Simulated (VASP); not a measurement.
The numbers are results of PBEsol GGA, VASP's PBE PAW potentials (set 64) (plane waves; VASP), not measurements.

The input files of a VASP run:

### POSCAR
```
SiC
1
    2.9671613860     0.0000000000     0.0000000000
   -1.4835806929     2.5696366722     0.0000000000
    0.0000000000     0.0000000000     4.8661157494
Si C
2 2
Direct
  0.3333330000   0.6666670000   0.9996205267
  0.6666670000   0.3333330000   0.4996205267
  0.3333330000   0.6666670000   0.3753794733
  0.6666670000   0.3333330000   0.8753794733
```

### KPOINTS
```
Automatic mesh
0
Gamma
  9 9 5
```

INCAR:
```
SYSTEM  =  SiC
PREC  =  Accurate; ENCUT  =  620; LREAL  =  .FALSE.
LASPH  =  .TRUE.
EDIFF  =  1E-6; NELM  =  100; ALGO  =  Normal
ISMEAR  =  0; SIGMA  =  0.05
GGA  =  PS
IBRION  =  2; NSW  =  40; ISIF  =  3
EDIFFG  =  -0.02; PSTRESS  =  300
LWAVE  =  .FALSE.; LCHARG  =  .FALSE.
```

POTCAR, in this order: Si C (PBE.64 set). Program: vasp_std.

What VASP printed:

File OSZICAR:
```
       N       E                     dE             d eps       ncg     rms          rms(c)
DAV:   1     0.398463959760E+02    0.39846E+02   -0.84199E+03   864   0.139E+03
DAV:   2    -0.327270939321E+02   -0.72573E+02   -0.66263E+02  1248   0.204E+02
DAV:   3    -0.356981885028E+02   -0.29711E+01   -0.29575E+01  1128   0.414E+01
DAV:   4    -0.357272172271E+02   -0.29029E-01   -0.28997E-01  1068   0.482E+00
DAV:   5    -0.357276486432E+02   -0.43142E-03   -0.43136E-03  1124   0.557E-01    0.141E+01
DAV:   6    -0.316902702739E+02    0.40374E+01   -0.10605E+01  1044   0.214E+01    0.655E+00
DAV:   7    -0.314815438266E+02    0.20873E+00   -0.11416E+00  1072   0.726E+00    0.264E+00
DAV:   8    -0.314532059185E+02    0.28338E-01   -0.59390E-02  1028   0.180E+00    0.511E-01
DAV:   9    -0.314512390074E+02    0.19669E-02   -0.56743E-03  1068   0.567E-01    0.129E-01
DAV:  10    -0.314513210581E+02   -0.82051E-04   -0.36381E-04  1048   0.146E-01    0.478E-02
DAV:  11    -0.314513213155E+02   -0.25736E-06   -0.21324E-05  1068   0.419E-02    0.114E-02
DAV:  12    -0.314513213759E+02   -0.60419E-07   -0.23002E-06   816   0.104E-02
   1 F= -.24504182E+02 E0= -.24504182E+02  d E =-.245042E+02
```

OUTCAR:
```
------------------------ aborting loop because EDIFF is reached ----------------------------------------
  FORCE on cell =-STRESS in cart. coord.  units (eV):
  Direction    XX          YY          ZZ          XY          YZ          ZX
  --------------------------------------------------------------------------------------
  Total        6.9779205      6.9779180      6.9205946      0.0000000      0.0000000     -0.0000000
  in kB      301.3292395    301.3291304    298.8537212      0.0000000      0.0000000     -0.0000000
  external PRESSURE =       0.5040304 kB  Pullay stress =     300.0000000 kB
  volume of cell :       37.10
      direct lattice vectors                 reciprocal lattice vectors
     2.967161386  0.000000000  0.000000000     0.337022450  0.194580037  0.000000000
    -1.483580693  2.569636672  0.000000000     0.000000000  0.389160075  0.000000000
     0.000000000  0.000000000  4.866115749     0.000000000  0.000000000  0.205502715
  FREE ENERGIE OF THE ION-ELECTRON SYSTEM (eV)
  ---------------------------------------------------
  free  energy   TOTEN  =       -31.4513213759 eV

  energy  without entropy=      -31.4513213759  energy(sigma->0) =      -31.45132138
  enthalpy is  TOTEN    =       -24.5041822279 eV   P V=        6.9471391480

 reached required accuracy - stopping structural energy minimisation
```
(Selected blocks of OUTCAR.)

The structure was generated: SiC was put into the wurtzite type (P6_3mc), which need not be its known phase. It was relaxed first under an external pressure of 30 GPa.
